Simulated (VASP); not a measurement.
Given:

```
CELL_PARAMETERS angstrom
      2.04449    -3.54115     0.00000
      2.04449     3.54115     0.00000
      0.00000     0.00000     6.64178
ATOMIC_POSITIONS crystal
  Cd 0.66667 0.33333 0.50001
  Cd 0.33333 0.66667 0.00001
  S  0.66667 0.33333 0.87699
  S  0.33333 0.66667 0.37699
```

The numbers are results of LDA (Ceperley-Alder, Perdew-Zunger), VASP's LDA PAW potentials (set 64) (plane waves; VASP 6.6.1), not measurements. Settings: 520 eV cut-off, Gaussian smearing of 0.050 eV, potentials Cd S.

Question: Estimate the band gap (along the path) with the smallest direct gap where there is one.

Answer: 
```
Property                                Value
------------------------------------  -------
band gap (along the path)             1.04 eV
smallest direct gap (along the path)  1.04 eV
```

The absolute energy has meaning only against runs of the same code, potentials and settings.

The compound is CdS in the wurtzite structure. It was relaxed first.
